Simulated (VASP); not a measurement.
MgB₂ (AlB2 type) relaxed at rising pressure, in one space group throughout; other phases were not tried. The pressures are those reached. Computed with LDA (Ceperley-Alder, Perdew-Zunger), VASP's LDA PAW potentials (set 64) (plane waves; VASP 6.6.1).

```tsv
P (GPa)	V (Å³/atom)	k-mesh
0.20	9.133	12×12×9
5.00	8.876	12×12×9
10.00	8.639	12×12×9
19.97	8.240	12×12×9
29.94	7.914	12×12×10
```

A change of mesh leaves a small step in the series.

Q: Fit an equation of state and predict the volume at 45.13 GPa.

A: Least squares on the third-order Birch-Murnaghan form, P = (3B0/2)(y⁷ − y⁵)[1 + (3/4)(B′ − 4)(y² − 1)] with y = (V0/V)^(1/3), gives V0 = 9.145 Å³/atom, B0 = 157 GPa and B′ = 3.8, and so 7.507 Å³/atom. The run gave 7.506 Å³/atom, -0.0 % from the fit.

Pressures at which the relaxation failed are left out.

The compound is MgB2 in the AlB2 type structure.
